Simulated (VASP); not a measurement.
Consider the following.

```
Pt3Ti
1.0
    3.94637     0.00000     0.00000
    0.00000     3.94637     0.00000
    0.00000     0.00000     3.94637
Ti Pt
1 3
Direct
  0.00000   0.00000   0.00000
  0.00000   0.50000   0.50000
  0.50000   0.00000   0.50000
  0.50000   0.50000   0.00000
```

The numbers are results of PBE GGA, VASP's PBE PAW potentials (set 64) (plane waves; VASP), not measurements. Run with PREC = Normal, EDIFF = 1E-5, 400 eV cut-off, 10×10×10 Γ-centred mesh, first-order Methfessel-Paxton smearing of 0.10 eV, potentials Ti_sv Pt.

Unless said otherwise, spin-orbit coupling is left out, though it shifts the bands of the heavy elements here.

Estimate the energy per atom (σ→0), band gap (on the k-mesh) with the smallest direct gap where there is one.

```
Quantity                                                     Value
------------------------  ----------------------------------------
band gap (on the k-mesh)  none (metal, semimetal or under 0.01 eV)
energy per atom (σ→0)                               -7.388 eV/atom
```

The compound is Pt3Ti in the L1_2 structure. It was relaxed first.
